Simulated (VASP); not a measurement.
Input:

```
CELL_PARAMETERS angstrom
      0.00000     2.54500     2.54500
      2.54500     0.00000     2.54500
      2.54500     2.54500     0.00000
ATOMIC_POSITIONS crystal
  Zr 0.00000 0.00000 0.00000
  O  0.25000 0.25000 0.25000
  O  0.75000 0.75000 0.75000
```

Level of theory: PBE GGA, VASP's PBE PAW potentials (set 64) (plane waves; VASP 6.6.1). Numerical set-up: 520 eV cut-off, KSPACING 0.4 per Å, Gaussian smearing of 0.050 eV, potentials Zr_sv O.

Gaps are read on the run's mesh, which can miss a band edge.

Question: What does the run give for the energy per atom (σ→0), pressure, band gap (on the k-mesh) with the smallest direct gap where there is one?

Answer: 
```json
{
 "band gap (on the k-mesh)": "3.35 eV",
 "smallest direct gap (on the k-mesh)": "3.80 eV",
 "energy per atom (σ→0)": "-9.520 eV/atom",
 "pressure": "4.01 GPa"
}
```

Only differences to runs with the same potentials and settings are physical.

The compound is ZrO2 in the fluorite structure, the high-temperature cubic form, which is unstable at 0 K; the monoclinic form is the stable one. The cell was not relaxed at this level. The run is one of a series of settings (KGAMMA = .TRUE., KSPACING = 0.4, KPOINTS file removed against the base run), some of them coarse on purpose.
